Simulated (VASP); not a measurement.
Energy against volume of TiAl (L1_0). These are PBE GGA with D3 dispersion (Becke-Johnson damping), VASP's PBE PAW potentials (set 64) (plane waves; VASP) values and carry that method's errors. Settings: 520 eV cut-off, 13×13×9 Γ-centred mesh, first-order Methfessel-Paxton smearing of 0.10 eV, potentials Ti_sv Al.

Shape and ions are relaxed at each volume.

| V (Å³/atom) | E (eV/atom) |
|---|---|
| 15.067 | -6.68172 |
| 15.533 | -6.68745 |
| 15.999 | -6.68240 |
| 16.465 | -6.66803 |

**Question.** Fit these four points and predict the energy of the run at 14.601 Å³/atom.

**Answer.** A cubic in V^(−2/3), the third-order Birch-Murnaghan form, passes through the four points with V0 = 15.54 Å³/atom and B0 = 123 GPa, and gives -6.6635 eV/atom there. The run gave -6.6635 eV/atom, -0.0 meV/atom from the fit; all five points give B0 = 123 GPa.

The compound is TiAl in the L1_0 structure. It was relaxed first.
